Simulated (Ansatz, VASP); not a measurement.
## RbO4 in VASP and in Ansatz

Contents of INCAR:

```
SYSTEM = RbO4
PREC     = Accurate       ! precision mode
ENCUT    = 520            ! plane-wave cutoff, eV
EDIFF    = 1E-6           ! SCF threshold, eV
ISMEAR   = 0              ! smearing method
SIGMA    = 0.1            ! smearing width, eV
LREAL    = .False.        ! projectors in reciprocal space
LASPH    = .True.         ! aspherical terms in the spheres
NELM     = 100            ! most SCF steps
ALGO     = Normal         ! electronic algorithm
ISIF     = 2              ! what is computed and relaxed
LWAVE    = .False.        ! write WAVECAR
LCHARG   = .True.         ! write CHGCAR
GGA      = PE             ! functional
LELF     = .True.         ! ELF
LVHAR    = .True.       
NBANDS   = 24             ! bands
```

The input KPOINTS:

```
regular mesh
0
Gamma
  4 4 4
  0 0 0
```

File POSCAR:

```
RbO4
1.0
    4.6257216400      0.0000000000      0.0000000000
    0.0000000000      4.6257216400      0.0000000000
    0.0000000000      0.0000000000      6.5417582800
Rb O
1 4
Direct
    0.0000000000      0.0000000000      0.0000000000
    0.5000000000      0.0000000000      0.2500000000
    0.0000000000      0.5000000000      0.7500000000
    0.5000000000      0.0000000000      0.7500000000
    0.0000000000      0.5000000000      0.2500000000
```

Input for Ansatz:

```yaml
crystal:
  lattice:
    - [4.62572164, 0.0, 0.0]
    - [0.0, 4.62572164, 0.0]
    - [0.0, 0.0, 6.54175828]
  atoms:
    - { symbol: Rb, position: [0.0, 0.0, 0.0] }
    - { symbol: O, position: [0.5, 0.0, 0.25] }
    - { symbol: O, position: [0.0, 0.5, 0.75] }
    - { symbol: O, position: [0.5, 0.0, 0.75] }
    - { symbol: O, position: [0.0, 0.5, 0.25] }
basis:
  ecutwfc: 420
kpoints:
  mp_grid: { grid: [4, 4, 4] }
hamiltonian:
  xc: pbe
scf:
  occupations: { method: gaussian, width: 0.1 }
  lower_state_search: "off"
output:
  forces: true
  stress: true
  eigenvalues: true
```

Change from the starting cell: ordered vacancies on the cation sites of fluorite (P4/mmm, No. 123).

Alike in both runs: task single point; functional PBE; k mesh 4 × 4 × 4; occupations gaussian, width 0.1 eV; no spin polarisation.

```csv
,VASP,Ansatz
version,VASP 6.6.1,Ansatz 0.2.0
potentials or method,"VASP PAW PBE potentials, release 64 (Rb_sv, O)","scalar-relativistic, plane waves, PAW"
plane-wave cutoff (eV),520,420
valence electrons in the cell,33,33
```

VASP gave:

| Item | Value |
| --- | --- |
| gap on the k mesh at the Fermi level (eV) | none |
| pressure (GPa) | -2.8 |
| largest component of the traceless stress (GPa) | 0.63 |
| rms of the force components (eV/Å) | 0.081 |

Which values does Ansatz return?

gap on the k mesh at the Fermi level (eV): none; pressure (GPa): -2.7; largest component of the traceless stress (GPa): 0.63; rms of the force components (eV/Å): 0.079.

Atom by atom the forces differ by 0.003 eV/Å (rms over components). A gap of «none» marks a metal or a gap that the smearing closes.

Caveats: an odd number of electrons without spin polarisation forces a metal; a magnetic or distorted state may lie lower.
